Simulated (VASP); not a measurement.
OSZICAR of a VASP run on Zr (hcp):

File OSZICAR:
```
       N       E                     dE             d eps       ncg     rms          rms(c)
DAV:   1     0.181652199397E+03    0.18165E+03   -0.12056E+04  2432   0.124E+03
DAV:   2    -0.606226527313E+01   -0.18771E+03   -0.18605E+03  3064   0.372E+02
DAV:   3    -0.187485265790E+02   -0.12686E+02   -0.12590E+02  4648   0.700E+01
DAV:   4    -0.189355984977E+02   -0.18707E+00   -0.18707E+00  2624   0.967E+00
DAV:   5    -0.189400410186E+02   -0.44425E-02   -0.44425E-02  3744   0.104E+00    0.161E+01
DAV:   6    -0.182843105065E+02    0.65573E+00   -0.99702E-01  2544   0.873E+00    0.649E+00
DAV:   7    -0.181522354763E+02    0.13208E+00   -0.66276E-01  3504   0.611E+00    0.115E+00
DAV:   8    -0.181560726634E+02   -0.38372E-02   -0.37576E-02  3280   0.172E+00    0.288E-01
DAV:   9    -0.181563005633E+02   -0.22790E-03   -0.15573E-03  3104   0.400E-01    0.354E-02
DAV:  10    -0.181562716358E+02    0.28928E-04   -0.38359E-05  3616   0.410E-02    0.238E-02
DAV:  11    -0.181562719561E+02   -0.32036E-06   -0.85772E-06  2688   0.382E-02    0.332E-03
DAV:  12    -0.181562719342E+02    0.21909E-07   -0.32725E-07  3680   0.407E-03    0.233E-03
DAV:  13    -0.181562717492E+02    0.18506E-06   -0.29018E-08  2232   0.179E-03    0.849E-04
DAV:  14    -0.181562717042E+02    0.45000E-07   -0.89806E-09  1840   0.129E-03    0.123E-04
DAV:  15    -0.181562717049E+02   -0.75579E-09   -0.99778E-10  1632   0.326E-04
   1 F= -.18156272E+02 E0= -.18156445E+02  d E =-.181563E+02
```

Question: Which electronic solver shows in the log?

Answer: It is blocked Davidson (ALGO = Normal, or the opening steps of other solvers). The INCAR had ALGO = Normal.

Question: Can the final energy be trusted as converged?

Answer: The calculation finished and met its thresholds. It stopped with EDIFF = 1E-8, NELM = 100, NSW = 30 and EDIFFG = -0.001 after 1 ionic step (PBEsol GGA, plane waves, VASP's PBE PAW potentials (set 64)).

The compound is Zr in the hcp structure. It was relaxed first. The start is the result of an earlier pass.
